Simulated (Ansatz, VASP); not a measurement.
# Cross-check of BiAs between VASP and Ansatz, part 2 of 2

Aim: how closely do two programs agree when they are given the same cell, functional and k mesh? The cell is generated by rule, not measured, and may not be a known phase. The cell is taken from a series of runs on this material, whose earlier steps may have relaxed, scaled, displaced or heated it; both programs get it as it stands.

VASP 6.6.1 and Ansatz 0.2.0.

So far: Starting point; VASP: zone-centre phonons, PBEsol.

The structure was built from a prototype and need not be the compound's stable phase.

### Step 3. Ansatz: zone-centre phonons, PBEsol

Level of this step: Ansatz beside VASP: Kohn-Sham DFT, plane waves, PBEsol (Ansatz).

Ansatz runs on its default PAW (the set named soft_2) files.

The same cell, functional, mesh and smearing now go to Ansatz, which takes its cutoff from its data sets.

File input.yaml:

```yaml
crystal:
  lattice:
    - [4.9820844675, 0.0, 0.0]
    - [-2.4910422338, 4.3146117127, 0.0]
    - [0.0, 0.0, 6.0463763251]
  atoms:
    - { symbol: Bi, position: [0.3333333333, 0.6666666667, 0.25] }
    - { symbol: Bi, position: [0.6666666667, 0.3333333333, 0.75] }
    - { symbol: As, position: [0.6666666667, 0.3333333333, 0.25] }
    - { symbol: As, position: [0.3333333333, 0.6666666667, 0.75] }
kpoints:
  mp_grid: { grid: [12, 12, 8] }
hamiltonian:
  xc: pbesol
scf:
  occupations: { method: methfessel_paxton, width: 0.2 }
output:
  eigenvalues: true
phonons:
  method: dfpt
```

Run with:

```
$ ansatz run input.yaml --threads 4 --pin off --max-ram 7168MiB --backend cpu --events-out ev --progress --plain --runs-dir out
```

Numbers of over 12 decimals in the logs are rounded to 6 here.

The program printed:

```text
zone centre: on kpoints.mp_grid the ground state, and the responses unless they are solved on pairs of k-points, stand on 215 of the mesh's 1152 k-points, reduced under 4 symmetry operations, with k and −k counted as one. Each operation leaves every solved displacement unchanged or reverses it
Engine: ansatz 0.2.0, aarch64-unknown-linux-gnu
Pseudopotentials: kind: paw
Pseudopotential: Bi, paw, valence charge 15, recommended cutoff 420 eV (normal), Bi.paw.azcp
Pseudopotential: As, paw, valence charge 15, recommended cutoff 420 eV (normal), As.paw.azcp
Functional definition: PBEsol
  exchange = pbesol_x
  correlation = pbesol_c
Crystal: 4 atoms, lattice volume = 129.971 Å³
Basis set: ecut = 420 eV, 2559 PW (Γ), exchange–correlation on 72×72×96 points (8 copies of the dense FFT grid, shifted against one another)
Bands: 36, of which v1, the nominal top of the filled ones, is band 30 counted from 1 (29 counted from 0)
Symmetry: 24 space group operations
k-points: 215 of 1152 (irreducible under 4 space group operations, time reversal used)
Non-local potential: Bi, projectors of the file, l = 0: 2, l = 1: 2, l = 2: 2, l = 3: 2
Non-local potential: As, projectors of the file, l = 0: 2, l = 1: 2, l = 2: 3, l = 3: 1
PAW form: soft (Blöchl's): semilocal exchange-correlation on the pseudo side does not see the compensation charge
PAW frozen core: Bi, regenerated for the run's functional, and the local potential with it (the file was generated under x = pbe(κ = 0.804, μ = 0.219515), c = pbe(β = 0.066725))
PAW frozen core: As, regenerated for the run's functional, and the local potential with it (the file was generated under x = pbe(κ = 0.804, μ = 0.219515), c = pbe(β = 0.066725))
PAW one-centre angular grid: Bi, 590 points (default); XC on 64 Gauss nodes
PAW one-centre angular grid: As, 590 points (default); XC on 64 Gauss nodes
Initial density: superposition of atomic densities (neutral atoms: chi_scale 0, normalization atom), corrected by the library's trained network
Initial wavefunctions: pseudopotential atomic-orbital guess
Functional: x = pbesol(κ = 0.804, μ = 0.123457), c = pbesol(β = 0.046)
SCF iter   1: F=—  HF=-34109.409554 eV  |F-HF|=—  |Δ(HF+E_count)|=         —  Δρ=1.66e-3  dr2=3.84e-3  ethr=1.77e-3  ⟨swp⟩=6.2  Hψ=30620  notcnv=0
preconditioner: auto → LDOS  [metal: Δε(μ)=0.052 eV  Ē_g=8.385 eV  σ=0.200 eV  W_gap=0.22  n_scr=22 (ndim 8)  ℏωp=14.6 eV  f_vac=0.125  D(μ)=1.56/eV (n_scr^D=8)  β→1.0]
SCF iter   2: F=—  HF=-34109.408232 eV  |F-HF|=—  |Δ(HF+E_count)|=   1.32e-3  S|Δr|=    0.00e0  Δρ=2.86e-4  dr2=1.66e-4  ethr=6.41e-6  ⟨swp⟩=2.0  Hψ=15950  notcnv=0
SCF iter   3: F=—  HF=-34109.408212 eV  |F-HF|=—  |Δ(HF+E_count)|=   1.98e-5  S|Δr|=    0.00e0  Δρ=1.87e-4  dr2=6.36e-5  ethr=2.77e-7  ⟨swp⟩=2.0  Hψ=14122  notcnv=0
SCF iter   4: F=—  HF=-34109.408126 eV  |F-HF|=—  |Δ(HF+E_count)|=   8.64e-5  S|Δr|=    0.00e0  Δρ=4.80e-5  dr2=4.28e-6  ethr=1.06e-7  ⟨swp⟩=2.0  Hψ=14067  notcnv=0
SCF iter   5: F=—  HF=-34109.408118 eV  |F-HF|=—  |Δ(HF+E_count)|=   7.73e-6  S|Δr|=    0.00e0  Δρ=1.06e-5  dr2=2.74e-7  ethr=7.13e-9  ⟨swp⟩=2.0  Hψ=14055  notcnv=0
SCF iter   6: F=—  HF=-34109.408118 eV  |F-HF|=—  |Δ(HF+E_count)|=   3.08e-8  S|Δr|=    0.00e0  Δρ=2.72e-6  dr2=1.56e-8  ethr=4.57e-10  ⟨swp⟩=2.3  Hψ=11827  notcnv=0
SCF iter   7: F=—  HF=-34109.408118 eV  |F-HF|=—  |Δ(HF+E_count)|=   1.04e-8  S|Δr|=    0.00e0  Δρ=6.62e-7  dr2=8.35e-10  ethr=2.60e-11  ⟨swp⟩=2.0  Hψ=12004  notcnv=0
SCF iter   8: F=—  HF=-34109.408118 eV  |F-HF|=—  |Δ(HF+E_count)|=  6.18e-10  S|Δr|=    0.00e0  Δρ=1.41e-7  dr2=1.79e-11  ethr=1.39e-12  ⟨swp⟩=2.0  Hψ=14158  notcnv=0
SCF iter   9: F=-34109.408118 eV  HF=-34109.408118 eV  |F-HF|=1.46e-11  |Δ(HF+E_count)|=  7.28e-12  S|Δr|=    0.00e0  Δρ=2.37e-8  dr2=9.78e-13  ethr=1.00e-12  ⟨swp⟩=8.7  Hψ=40820  notcnv=0
SCF 1 converged in 9 iterations: F = -34109.408118 eV  dr2 = 9.78e-13
  greatest PAW one-centre occupation: 0.999 electrons in one spin orbital (limit 2), on the As atom at site 3 (counted from 0), in its partial waves of l = 2
DFPT response loops at Γ: preconditioner auto → Kerker (q_TF=auto, 2.399 Å⁻¹) (partly filled bands, converged f_vac=0.134); β = 1.00, the filter's whole step (`scf.mixing.beta` (0.50) is not read by the response loops under this deck's `scf.mixing.preconditioner`; to damp them name `kerker` or `kerker_dos`, under which they read `scf.mixing.beta`, and type it under 1.00, their step now; both keys bind the ground state too); Broyden in place of MSR1
SCF converged after 9 iterations
Stability not checked: this state was not tested for a lower state beside it, because cold or Methfessel-Paxton smearing, or corrected tetrahedra, fill the levels in a way that the test cannot read (fill_not_monotonic; see scf.lower_state_search)
Free energy (F): -34109.408118 eV
Harris-Foulkes:  -34109.408118 eV  (|F-HF|=1.46e-11)
Internal energy: -34109.409061 eV  (E = F + TS)
E sigma→0 (E₀):  -34109.408354 eV
Entropy (-TS):   0.000943 eV (0.236 meV/atom)
Fermi energy:    8.359430 eV
Step filling:    the computed levels leave a gap of 0.0144 eV = 0.1 smearing widths at the electron count; against every level under it full and every level over it empty, smearing changes F+E_penalty+E_count by +0.413 meV and its σ→0 estimate by +0.177 meV
--- Per-component energies (eV) ---
  E_band       = -794.961534
  E_kinetic    = 809.794685
  E_local      = -7517.369215  (includes V_loc(G=0)·N_el)
  E_nonlocal   = -212.573024
  E_hartree    = 3340.468538
  E_xc         = -457.811430
  E_vxc        = -446.326558  (∫ρ·V_xc dr)
  E_paw        = -24602.974875  (= ΣΔE_a)
  E_vpaw       = -109.423537  (= ΣTr[D̂ρ^β])
  E_aug_tail   = -0.000892  (compensation charges beyond the density's cutoff)
  E_ewald      = -5471.055210
  E_core_change = 2.112362  (= ΣΔE_core)
  E_smearing   = 0.000943  (= −TS)
  E_closure    = 0.000000  (closes the sum)
  Σ components = -34109.408118   (vs F -34109.408118, Δ=0.00e0)
--- Band table (eV; the first three rows and the last of 215) ---
  k-point 0: bands = [... 26 lower, 4.5971, 6.4983, 6.4983, 6.5525, 8.5249, 8.5249, 10.7702, 10.7702, ... 2 higher]
  k-point 1: bands = [... 26 lower, 4.6520, 6.3982, 6.3982, 6.8583, 8.5736, 8.5736, 10.6161, 10.6161, ... 2 higher]
  k-point 2: bands = [... 26 lower, 4.8130, 6.1311, 6.1311, 7.6411, 8.7268, 8.7268, 9.6059, 10.2396, ... 2 higher]
  k-point 214: bands = [... 26 lower, 7.1480, 7.1480, 7.5827, 7.5827, 8.5921, 8.5921, 9.3948, 9.3948, ... 2 higher]
--- Phonons (Γ-DFPT): 4 representative perturbations + reference, on 215 of 1152 k-points (Σ response iterations 12) ---
  k mesh reduced under 4 symmetry operations, with k and −k counted as one. Each operation leaves every solved displacement unchanged or reverses it
  ASR residual: 2.675e-5 → 0.000e0 eV/Å²; symmetrization residual: 3.954e-5 eV/Å²
  ASR residual per site (eV/Å²): 2.68e-5 2.68e-5 1.02e-5 1.02e-5
  Γ frequencies (cm⁻¹): -107.13 -7.94 -7.94 0.00 0.00 0.00 51.02 123.42 140.70 140.70 145.40 145.40
  non-analytic LO–TO correction: not included (Born effective charges unavailable; polar crystals: no LO–TO splitting at Γ)
```

### Step 4. Comparison

Known differences besides the potentials themselves: the data sets hold 60 valence electrons in Ansatz (on its default PAW (the set named soft_2) files) and 40 in VASP; the cutoff is 420 eV in Ansatz and 500 eV in VASP; Ansatz makes its cores anew for this functional, VASP keeps those of its PBE data sets. Total energies have different zeros and are not compared.

The two programs side by side:

```csv
quantity,Ansatz,VASP,difference
"optical mode 1 (imaginary, printed as negative) (cm⁻¹)",-107.1,-105.9,-1.2
"optical mode 2 to 3 (imaginary, printed as negative) (cm⁻¹)",-7.9,-6.7,-1.3
optical mode 4 (cm⁻¹),51.0,52.0,-1.91 %
optical mode 5 (cm⁻¹),123.4,125.4,-1.60 %
optical mode 6 to 7 (cm⁻¹),140.7,141.5,-0.56 %
optical mode 8 to 9 (cm⁻¹),145.4,146.1,-0.49 %
```

Modes are paired by rising frequency, not by their patterns, so a pair may set unlike modes beside each other; they are those without the splitting of longitudinal modes.

### Step 5. Results

| Property | Result |
| --- | --- |
| r.m.s. difference of the optical zone-centre modes, each program's sorted by frequency (zone-centre phonons, PBEsol) | 1.2 cm⁻¹ |
| difference in optical mode 4 (zone-centre phonons, PBEsol) | -1.9 % |

In words: The r.m.s. difference of the optical zone-centre modes, each program's sorted by frequency is 1.2 cm⁻¹ (zone-centre phonons, PBEsol). The data sets hold unlike numbers of valence electrons (60 in Ansatz and 40 in VASP), so part of the differences comes from the potentials. Among the rows given in per cent, the largest difference of the zone-centre phonons, PBEsol pair is in optical mode 4, -1.9 %. How closely two codes agree says nothing of how well the functional describes the real material.

[Lines on the potential files, build, host, timing and source positions are cut from VASP's logs without a mark.]

[Logs are printed without paths, hosts, clocks, repeated set-up lines and the standing remarks that a program may print on its own settings, such as how far it seeks lower states.]

[Hosts, paths, dates, database ids (printed as entryN), source tags and the programs' standing remarks are cut or masked in the printed files.]
